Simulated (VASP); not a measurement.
Crystal: Cd4TeO3.

```
CELL_PARAMETERS angstrom
4.04498 0.00000 0.00000
0.00000 4.04498 0.00000
0.00000 0.00000 10.04118
ATOMIC_POSITIONS crystal
Cd 0.00000 0.50000 0.15912
Cd 0.50000 0.00000 0.15912
Cd 0.00000 0.50000 0.84088
Cd 0.50000 0.00000 0.84088
Te 0.00000 0.00000 0.50000
O 0.50000 0.50000 0.29233
O 0.50000 0.50000 0.70767
O 0.00000 0.00000 0.00000
```

The cell was built by a generator and needn't be a form met in nature.

```yaml
Program: VASP 6.6.1
Task: relaxation of cell and atoms
Functional: PBE
Potentials_or_basis: VASP PAW PBE potentials, release 64 (Cd, Te, O)
Cutoff: 520 eV
k_mesh: 4 × 4 × 2
Occupations: gaussian, width 0.15 eV
Spin: no spin polarisation
```

At the start: pressure -3.3 GPa; volume 20.54 Å³/atom.

Q: Where does the relaxation end?

A: Over 20 steps the energy falls by 430.6 meV/atom and the volume is 18.59 Å³/atom (-9.5 %); space group P4/mmm (No. 123, to 0.05 Å).

The path:
```tsv
step	energy change (eV)	largest force (eV/Å)	pressure (GPa)	volume (Å³)
1	0.0000	2.0765	-3.30	164.29
2	-0.8983	1.1777	0.75	154.28
3	-1.2467	0.3341	9.44	141.41
4	-1.7159	0.3895	6.82	144.09
5	-2.8150	0.9942	-0.53	150.78
6	-0.2612	0.6138	-8.75	156.94
7	-2.7029	1.2936	-3.43	152.69
8	-2.9919	0.6749	-4.42	151.23
9	-2.9939	0.6210	-4.32	151.07
10	-3.3145	0.3066	0.55	143.61
11	-3.3276	0.2778	2.36	141.73
12	-3.3884	0.2454	1.38	144.13
13	-3.4183	0.1930	0.03	147.72
14	-3.4182	0.1913	-0.14	147.85
15	-3.4240	0.1783	-0.08	147.80
16	-3.4351	0.1436	0.25	147.66
17	-3.4276	0.0819	1.02	147.35
18	-3.4371	0.1223	0.48	147.57
19	-3.4417	0.1032	0.16	148.01
20	-3.4444	0.0710	-0.37	148.70
```

Final structure:
```
Cd Te O
1.0
     4.42003    0.00000    0.00000
     0.00000    4.42003    0.00000
     0.00000    0.00000    7.61160
Cd Te O
4 1 3
Direct
  0.00000 0.50000 0.20469
  0.50000 0.00000 0.20469
  0.00000 0.50000 0.79531
  0.50000 0.00000 0.79531
  0.00000 0.00000 0.50000
  0.50000 0.50000 0.20492
  0.50000 0.50000 0.79508
  0.00000 0.00000 0.00000
```

Caveat: the k mesh is coarse (spacing up to 0.39 Å⁻¹), so the values aren't converged.
